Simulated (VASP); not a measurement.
VASP ran on this input.

POSCAR:
```
LiF
1
    0.0000000000     2.0150000000     2.0150000000
    2.0150000000     0.0000000000     2.0150000000
    2.0150000000     2.0150000000     0.0000000000
Li F
1 1
Direct
  0.0000000000   0.0000000000   0.0000000000
  0.5000000000   0.5000000000   0.5000000000
```

KPOINTS:
```
Automatic mesh
0
Gamma
7 7 7
0 0 0
```

### INCAR
```
! general
SYSTEM = LiF
PREC   = Accurate
ENCUT  = 400
LREAL  = .FALSE.   ! projection in real space or not
LASPH  = .TRUE.

! electronic loop
EDIFF  = 1E-6   ! SCF stop (eV)
NELM   = 100   ! most electronic steps
ALGO   = Normal   ! blocked Davidson

! smearing
ISMEAR = -1   ! Fermi-Dirac
SIGMA  = 0.02   ! width (eV)

! functional
GGA    = PS

! ions
ISIF   = 2   ! forces and stress, cell fixed

! output
LWAVE  = .FALSE.
LCHARG = .FALSE.
```

POTCAR, in this order: Li_sv F (PBE.64 set). Program: vasp_std.

Problem. Write an equivalent input for Quantum ESPRESSO's pw.x.

Solution. One equivalent input (not run):
```
&CONTROL
  calculation = 'scf'
  pseudo_dir = './pseudo'
  outdir = './out'
  tprnfor = .true.
  tstress = .true.
/
&SYSTEM
  ibrav = 0
  nat = 2
  ntyp = 2
  ecutwfc = 84
  occupations = 'smearing'
  smearing = 'fermi-dirac'
  degauss = 0.00147
  input_dft = 'pbesol'
/
&ELECTRONS
  conv_thr = 7.3e-08
  electron_maxstep = 100
/
ATOMIC_SPECIES
  Li 6.940 Li.upf
  F 18.998 F.upf
CELL_PARAMETERS angstrom
     0.0000000    2.0150000    2.0150000
     2.0150000    0.0000000    2.0150000
     2.0150000    2.0150000    0.0000000
ATOMIC_POSITIONS crystal
  Li   0.0000000  0.0000000  0.0000000
  F    0.5000000  0.5000000  0.5000000
K_POINTS automatic
  7 7 7 0 0 0
```
What does not carry over: the potentials are each code's own (VASP's PAW set, PseudoDojo norm-conserving files in pw.x), so ENCUT and ecutwfc are chosen apart and not converted; conv_thr bounds pw.x's estimated SCF error, while EDIFF bounds the energy change between steps.

The structure is a typed LiF crystal (Fm-3m). The cell was not relaxed at this level. The run is one of a series of settings (GGA = PS against the base run), some of them coarse on purpose.
